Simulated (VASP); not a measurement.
# Tc3Sn (P6_3/mmc) in VASP: equation of state, part 2 of 2

VASP 6.6.1. Earlier steps stand in the parts before.

## (3) Equation of state, PBE, 15.29 Å³/atom (volume scaled by 0.96)

INCAR

```
SYSTEM = Tc3Sn
ALGO     = Normal         ! electronic algorithm
EDIFF    = 1E-7           ! SCF threshold, eV
ENCUT    = 520            ! plane-wave cutoff, eV
GGA      = PE             ! functional
ISIF     = 2              ! what is computed and relaxed
ISMEAR   = -1             ! smearing method
LASPH    = .TRUE.         ! aspherical terms in the spheres
LCHARG   = .FALSE.        ! write CHGCAR
LREAL    = .FALSE.        ! projectors in reciprocal space
LWAVE    = .FALSE.        ! write WAVECAR
NBANDS   = 63             ! bands
NELM     = 100            ! most SCF steps
PREC     = Accurate       ! precision mode
SIGMA    = 0.05           ! smearing width, eV
```

KPOINTS

```
k-points
0
G
  6 6 6
  0 0 0
```

POSCAR

```
Tc3Sn
1.0
    5.5769516286      0.0000000000      0.0000000000
   -2.7884758143      4.8297817861      0.0000000000
    0.0000000000      0.0000000000      4.5409238332
Sn Tc
2 6
Direct
    0.3333333333      0.6666666667      0.7500000000
    0.6666666667      0.3333333333      0.2500000000
    0.1649190050      0.3298380100      0.2500000000
    0.1649190050      0.8350809950      0.2500000000
    0.6701619900      0.8350809950      0.2500000000
    0.8350809950      0.6701619900      0.7500000000
    0.8350809950      0.1649190050      0.7500000000
    0.3298380100      0.1649190050      0.7500000000
```

Potentials or basis: VASP PAW PBE potentials, release 64 (Sn_d, Tc_pv).

Command:

```sh
$ cat potpaw_PBE.64/Sn_d/POTCAR potpaw_PBE.64/Tc_pv/POTCAR > POTCAR
$ mpirun -np 1 vasp_std > vasp.out
```

OUTCAR:

```text
SYSTEM = Tc3Sn
   EDIFF = 1E-7
   ENCUT = 520
   GGA = PE
   ISIF = 2
   ISMEAR = -1
   LASPH = .TRUE.
   LREAL = .FALSE.
   NELM = 100
   PREC = Accurate

 Found     28 irreducible k-points:

 Following reciprocal coordinates:
            Coordinates               Weight
  0.000000  0.000000  0.000000      1.000000
  0.166667  0.000000  0.000000      6.000000
  0.333333  0.000000  0.000000      6.000000
  0.500000  0.000000  0.000000      3.000000
  0.166667  0.166667  0.000000      6.000000
  0.333333  0.166667  0.000000     12.000000
   k-points           NKPTS =     28   k-points in BZ     NKDIM =     28   number of bands    NBANDS=     63
   number of dos      NEDOS =    301   number of ions     NIONS =      8
   total plane-waves  NPLWV =  63504
   dimension x,y,z NGX =    42 NGY =   42 NGZ =   36
   dimension x,y,z NGXF=    84 NGYF=   84 NGZF=   72
   ions per type =               2   6
   NGX,Y,Z   is equivalent  to a cutoff of  12.52, 12.52, 13.18 a.u.
   NGXF,Y,Z  is equivalent  to a cutoff of  25.04, 25.04, 26.36 a.u.
 SYSTEM =  Tc3Sn
   PREC   = accura    normal or accurate (medium, high low for compatibility)
[... 65 lines left out ...]
  band No.  band energies     occupation
      1     -26.2676      2.00000
      2     -26.2449      2.00000
      3     -26.0960      2.00000
      4     -26.0033      2.00000
      5     -26.0033      2.00000
      6     -25.9659      2.00000
[... 385 lines left out ...]
     62      16.4259      0.00000
     63      16.5644      0.00000

 [... further k-points ...]

------------------------ aborting loop because EDIFF is reached ----------------------------------------

  FORCE on cell =-STRESS in cart. coord.  units (eV):
  Direction    XX          YY          ZZ          XY          YZ          ZX
  --------------------------------------------------------------------------------------
  -------------------------------------------------------------------------------------
  Total        6.7169938      6.7169938      5.8793807      0.0000000      0.0000000      0.0000000
  in kB       87.9866790     87.9866790     77.0146874      0.0000000      0.0000000      0.0000000
  external PRESSURE =      84.3293485 kB  Pullay stress =       0.0000000 kB

 VOLUME and BASIS-vectors are now :
 -----------------------------------------------------------------------------
  energy-cutoff  :      520.00
  volume of cell :      122.31
      direct lattice vectors                 reciprocal lattice vectors
     5.576951629  0.000000000  0.000000000     0.179309427  0.103524346  0.000000000
    -2.788475814  4.829781786  0.000000000     0.000000000  0.207048692  0.000000000
     0.000000000  0.000000000  4.540923833     0.000000000  0.000000000  0.220219505

 POSITION                                       TOTAL-FORCE (eV/Angst)
 -----------------------------------------------------------------------------------
     -0.00000      3.21985      3.40569         0.000000     -0.000000     -0.000000
      2.78848      1.60993      1.13523         0.000000      0.000000     -0.000000
      0.00000      1.59305      1.13523         0.000000     -0.017259     -0.000000
     -1.40886      4.03326      1.13523        -0.014947      0.008630      0.000000
      1.40886      4.03326      1.13523         0.014947      0.008630     -0.000000
      2.78848      3.23674      3.40569         0.000000      0.017259     -0.000000
      4.19733      0.79652      3.40569         0.014947     -0.008630      0.000000
      1.37962      0.79652      3.40569        -0.014947     -0.008630     -0.000000
 -----------------------------------------------------------------------------------
    total drift:                               -0.000001      0.000001     -0.000000

  FREE ENERGIE OF THE ION-ELECTRON SYSTEM (eV)
  ---------------------------------------------------
  free  energy   TOTEN  =       -67.6707325150 eV

  energy  without entropy=      -67.5786172845  energy(sigma->0) =      -67.62467490
```

OSZICAR:

```text
N       E                     dE             d eps       ncg     rms          rms(c)
DAV:   1     0.179313032103E+04    0.17931E+04   -0.55971E+04  3906   0.242E+03
DAV:   2     0.151621086512E+03   -0.16415E+04   -0.16060E+04  3637   0.750E+02
DAV:   3    -0.557817602391E+02   -0.20740E+03   -0.19607E+03  3789   0.236E+02
DAV:   4    -0.710158756936E+02   -0.15234E+02   -0.14591E+02  4552   0.628E+01
DAV:   5    -0.714543017356E+02   -0.43843E+00   -0.43623E+00  4232   0.112E+01    0.380E+01
DAV:   6    -0.680186602339E+02    0.34356E+01   -0.11499E+01  3920   0.161E+01    0.112E+01
DAV:   7    -0.677178831626E+02    0.30078E+00   -0.10769E+00  4414   0.528E+00    0.367E+00
DAV:   8    -0.676725641712E+02    0.45319E-01   -0.16387E-01  4640   0.232E+00    0.357E-01
DAV:   9    -0.676709139099E+02    0.16503E-02   -0.24809E-02  4711   0.105E+00    0.212E-01
DAV:  10    -0.676707503618E+02    0.16355E-03   -0.21631E-03  4455   0.267E-01    0.427E-02
DAV:  11    -0.676707460548E+02    0.43070E-05   -0.14008E-04  5310   0.782E-02    0.186E-02
DAV:  12    -0.676707347875E+02    0.11267E-04   -0.13542E-05  4232   0.173E-02    0.465E-03
DAV:  13    -0.676707335080E+02    0.12795E-05   -0.15051E-06  4463   0.902E-03    0.157E-03
DAV:  14    -0.676707325856E+02    0.92242E-06   -0.12973E-07  2519   0.249E-03    0.354E-04
DAV:  15    -0.676707324773E+02    0.10834E-06   -0.25676E-08  2282   0.106E-03    0.155E-04
DAV:  16    -0.676707325150E+02   -0.37773E-07   -0.63068E-09  2240   0.619E-04
   1 F= -.67670733E+02 E0= -.67624675E+02  d E =-.921152E-01
```

stdout:

```text
POSCAR found type information on POSCAR SnTc
 POSCAR found :  2 types and       8 ions
 scaLAPACK will be used
 LDA part: xc-table for (Slater+PW92), standard interpolation
 POSCAR, INCAR and KPOINTS ok, starting setup
 FFT: planning ... GRIDC
 FFT: planning ... GRID_SOFT
 FFT: planning ... GRID
 WAVECAR not read
 entering main loop
```

Run time: 2.8 min. Hardware: 1 thread of AMD EPYC 9R45 (Zen 5), shared host; peak memory 0.3 GiB.

What came out:

| Quantity | Value |
| --- | --- |
| Free energy | -67.6707 eV |
| Pressure | 8.4 GPa |
| Largest force | 0.017 eV/Å |
| Band gap on the k mesh | none (metal or under the smearing width) |

## (4) Equation of state, PBE, 15.61 Å³/atom (volume scaled by 0.98)

INCAR

```
PREC = Accurate ; ENCUT = 520
EDIFF = 1E-7 ; ISMEAR = -1
SIGMA = 0.05 ; LREAL = False
LASPH = True ; NELM = 80
ALGO = Normal ; ISIF = 2
LWAVE = False ; LCHARG = False
GGA = PE ; NBANDS = 63
```

KPOINTS

```
Automatic mesh
0
Gamma
  6 6 6
```

POSCAR: that of step 3 with these lines changed.

```diff
@@ -2,5 +2,5 @@
 1.0
-    5.5769516286      0.0000000000      0.0000000000
-   -2.7884758143      4.8297817861      0.0000000000
-    0.0000000000      0.0000000000      4.5409238332
+    5.6154145794      0.0000000000      0.0000000000
+   -2.8077072897      4.8630916786      0.0000000000
+    0.0000000000      0.0000000000      4.5722415389
 Sn Tc
```

Command:

```sh
$ cat potpaw_PBE.64/Sn_d/POTCAR potpaw_PBE.64/Tc_pv/POTCAR > POTCAR
$ mpirun -np 1 vasp_std > vasp.out
```

It took 3 min on 1 thread of AMD EPYC 9R45 (Zen 5), shared host; peak memory 0.3 GiB.

Results (log left out):

* Free energy: -67.7645 eV
* Pressure: 3.1 GPa
* Largest force: 0.046 eV/Å
* Band gap on the k mesh: none (metal or under the smearing width)

## (5) Equation of state, PBE, 16.24 Å³/atom (volume scaled by 1.02)

INCAR

```
SYSTEM = Tc3Sn
PREC = Accurate
ENCUT = 520
EDIFF = 1E-7
ISMEAR = -1
SIGMA = 0.05
LREAL = .FALSE.
LASPH = .TRUE.
NELM = 60
ALGO = Normal
ISIF = 2
LWAVE = .FALSE.
LCHARG = .FALSE.
GGA = PE
NBANDS = 63
```

KPOINTS

```
Automatic mesh
0
G
  6 6 6
  0 0 0
```

POSCAR: that of step 4 with these lines changed.

```diff
@@ -2,5 +2,5 @@
 1.0
-    5.6154145794      0.0000000000      0.0000000000
-   -2.8077072897      4.8630916786      0.0000000000
-    0.0000000000      0.0000000000      4.5722415389
+    5.6907982670      0.0000000000      0.0000000000
+   -2.8453991335      4.9283758671      0.0000000000
+    0.0000000000      0.0000000000      4.6336212328
 Sn Tc
```

Command:

```sh
$ cat potpaw_PBE.64/Sn_d/POTCAR potpaw_PBE.64/Tc_pv/POTCAR > POTCAR
$ mpirun -np 1 vasp_std > vasp.out
```

It took 2.8 min on 1 thread of AMD EPYC 9R45 (Zen 5), shared host; peak memory 0.31 GiB.

The run converged. Its results:

* Free energy: -67.7208 eV
* Pressure: -5.8 GPa
* Largest force: 0.098 eV/Å
* Band gap on the k mesh: none (metal or under the smearing width)

## (6) Equation of state, PBE, 16.56 Å³/atom (volume scaled by 1.04)

INCAR

```
ALGO = Normal ; EDIFF = 1E-7
ENCUT = 520 ; GGA = PE
ISIF = 2 ; ISMEAR = -1
LASPH = True ; LCHARG = False
LREAL = False ; LWAVE = False
NBANDS = 63 ; NELM = 100
PREC = Accurate ; SIGMA = 0.05
```

KPOINTS

```
k-points
0
Gamma
  6 6 6
```

POSCAR: that of step 5 with these lines changed.

```diff
@@ -2,5 +2,5 @@
 1.0
-    5.6907982670      0.0000000000      0.0000000000
-   -2.8453991335      4.9283758671      0.0000000000
-    0.0000000000      0.0000000000      4.6336212328
+    5.7277525380      0.0000000000      0.0000000000
+   -2.8638762690      4.9603792045      0.0000000000
+    0.0000000000      0.0000000000      4.6637105255
 Sn Tc
```

Potentials or basis: VASP PAW PBE potentials, release 64 (Sn_d, Tc_pv).

Command:

```sh
$ cat potpaw_PBE.64/Sn_d/POTCAR potpaw_PBE.64/Tc_pv/POTCAR > POTCAR
$ mpirun -np 1 vasp_std > vasp.out
```

Wall time 3.4 min (1 thread of AMD EPYC 9R45 (Zen 5), shared host); peak memory 0.33 GiB.

It converged, with:

```
Free energy            : -67.5997 eV
Pressure               : -9.6 GPa
Largest force          : 0.122 eV/Å
Band gap on the k mesh : none (metal or under the smearing width)
```

## (7) Equation of state, PBE, 16.88 Å³/atom (volume scaled by 1.06)

INCAR

```
SYSTEM = Tc3Sn
PREC = Accurate ; ENCUT = 520
EDIFF = 1E-7 ; ISMEAR = -1
SIGMA = 0.05 ; LREAL = .FALSE.
LASPH = .TRUE. ; NELM = 100
ALGO = Normal ; ISIF = 2
LWAVE = .FALSE. ; LCHARG = .FALSE.
GGA = PE ; NBANDS = 63
```

KPOINTS

```
regular mesh
0
G
  6 6 6
  0 0 0
```

POSCAR: that of step 6 with these lines changed.

```diff
@@ -2,5 +2,5 @@
 1.0
-    5.7277525380      0.0000000000      0.0000000000
-   -2.8638762690      4.9603792045      0.0000000000
-    0.0000000000      0.0000000000      4.6637105255
+    5.7642360219      0.0000000000      0.0000000000
+   -2.8821180109      4.9919748284      0.0000000000
+    0.0000000000      0.0000000000      4.6934164890
 Sn Tc
```

Command:

```sh
$ cat potpaw_PBE.64/Sn_d/POTCAR potpaw_PBE.64/Tc_pv/POTCAR > POTCAR
$ mpirun -np 1 vasp_std > vasp.out
```

Wall time 3.5 min (1 thread of AMD EPYC 9R45 (Zen 5), shared host); peak memory 0.33 GiB.

It converged, with:

| Item | Value |
| --- | --- |
| Free energy | -67.4220 eV |
| Pressure | -13.0 GPa |
| Largest force | 0.144 eV/Å |
| Band gap on the k mesh | none (metal or under the smearing width) |

## (8) Equation of state, PBE

This step only gathers the single runs of the series.

What came out:

```
Equilibrium volume                        : 15.82 Å³/atom
Bulk modulus at fixed shape and positions : 231 GPa
Pressure derivative of the bulk modulus   : 4.7
```

Energy against volume, from the lowest point:
```csv
volume (Å³/atom),energy (meV/atom)
14.970,36.37
15.289,13.44
15.608,1.72
15.926,0.00
16.245,7.19
16.563,22.32
16.882,44.53
```

Caveat: the cell was scaled at fixed shape and fractional positions, which overstates the stiffness of a crystal with free parameters, most of all of layers and chains.
